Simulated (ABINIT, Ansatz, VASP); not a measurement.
# One structure in several programs: Bi (R-3m, 2 atoms in the cell)

Self-consistent single point.

```yaml
crystal:
  lattice:
    - [4.16582, -2.27500, 0.00000]
    - [4.16582, 2.27500, 0.00000]
    - [2.92342, 0.00000, 3.73943]
  atoms:
    - { symbol: Bi, position: [0.23400, 0.23400, 0.23400] }
    - { symbol: Bi, position: [0.76600, 0.76600, 0.76600] }
```

Shared settings, as Ansatz (an electronic-structure program) writes them: kpoints.mp_grid.grid = 6 6 6; magnetization.spin_orbit = true; scf.occupations.method = fermi_dirac; scf.occupations.width = 0.1 eV. Potentials and cutoffs stand in the table.

```json
[
 {"code": "Ansatz", "model": "PBE with spin-orbit coupling, default PAW files", "pressure (GPa)": "2.59", "largest force (eV/Å)": "0.066", "cutoff": "default"},
 {"code": "VASP", "model": "PBE, spin-orbit coupling, VASP's PBE PAW potentials (set 64)", "pressure (GPa)": "1.99", "largest force (eV/Å)": "0.076", "cutoff": "300 eV"},
 {"code": "ABINIT", "model": "PBE, spin-orbit coupling, norm-conserving pseudopotentials (PseudoDojo nc-fr-04 PBE standard)", "pressure (GPa)": "2.59", "largest force (eV/Å)": "0.078", "cutoff": "66 Ry"}
]
```

The spread over the programs that give each value: pressure within 0.60 GPa; largest force within 0.012 eV/Å.

Ansatz's pressure is given at a fixed set of plane waves, as the other plane-wave codes print theirs.

VASP's run is marked for a possible Pulay error in its stress at this cutoff; no cutoff test was made.

The starting cell has typed, rounded lattice constants, without a prior relaxation at this level.

Left out of this page: Elk and FLEUR (with a known weakness of the program); SIESTA (not drawn, or without a comparable value).

Keys are those of Ansatz 0.2.
